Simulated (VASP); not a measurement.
An input for Ansatz (written as the equivalent of a VASP run, and not itself run):

Ansatz 0.2 input:
```yaml
crystal:
  lattice:
    - [3.1798754, 0.0000000, 0.0000000]
    - [-1.5899377, 2.7538527, 0.0000000]
    - [0.0000000, 0.0000000, 5.2763177]
  atoms:
    - { symbol: B, position: [0.3333330, 0.6666670, 0.0003639] }
    - { symbol: B, position: [0.6666670, 0.3333330, 0.5003639] }
    - { symbol: P, position: [0.3333330, 0.6666670, 0.3746361] }
    - { symbol: P, position: [0.6666670, 0.3333330, 0.8746361] }
kpoints:
  mp_grid: { grid: [8, 8, 4] }
hamiltonian:
  xc: pbesol
  pseudopotentials: { kind: paw }
scf:
  occupations: { method: gaussian, width: 0.05 }
  max_iter: 100
relax:
  max_steps: 40
  f_tol: 0.02
  cell: {}
output: { forces: true, stress: true, eigenvalues: true }
```

Translate this input to VASP (INCAR, KPOINTS, POSCAR, choice of POTCAR).

This is not unique; one that fits is 
### INCAR
```
EDIFFG  =  -0.02
LASPH  =  T   # aspherical one-centre terms
PREC  =  Accurate
LREAL  =  F   # projection in real space or not
ISMEAR  =  0
EDIFF  =  1E-6   # SCF stop (eV)
NSW  =  40   # most ionic steps
LWAVE  =  F
IBRION  =  2   # conjugate gradients
NELM  =  100   # most electronic steps
ALGO  =  Normal
SYSTEM  =  BP
ISIF  =  3   # ions, shape and volume
LCHARG  =  F
SIGMA  =  0.05
GGA  =  PS   # PBEsol
ENCUT  =  620   # plane-wave cut-off (eV)
```

KPOINTS:
```
K-points
0
G
 8 8 4
0 0 0
```

File POSCAR:
```
BP
1.0
  3.1798754101   0.0000000000   0.0000000000
 -1.5899377050   2.7538526583   0.0000000000
  0.0000000000   0.0000000000   5.2763176890
B P
2 2
Cartesian
 -0.0000015899   1.8359026902   0.0019201449
  1.5899392950   0.9179499681   2.6400789894
 -0.0000015899   1.8359026902   1.9766989885
  1.5899392950   0.9179499681   4.6148578330
```

POTCAR, in this order: B P (PBE.64 set). Program: vasp_std.

Limits of the translation: each code has its own PAW files, so the cut-off isn't converted (ENCUT is set for VASP's; basis.ecutwfc is left out, and Ansatz then takes the one that its files recommend); Ansatz stops its SCF on the density residual and VASP on the energy change (EDIFF).

The structure was generated: BP was put into the wurtzite type (P6_3mc), which need not be its known phase. It was relaxed first, which changed the volume by +8 %.
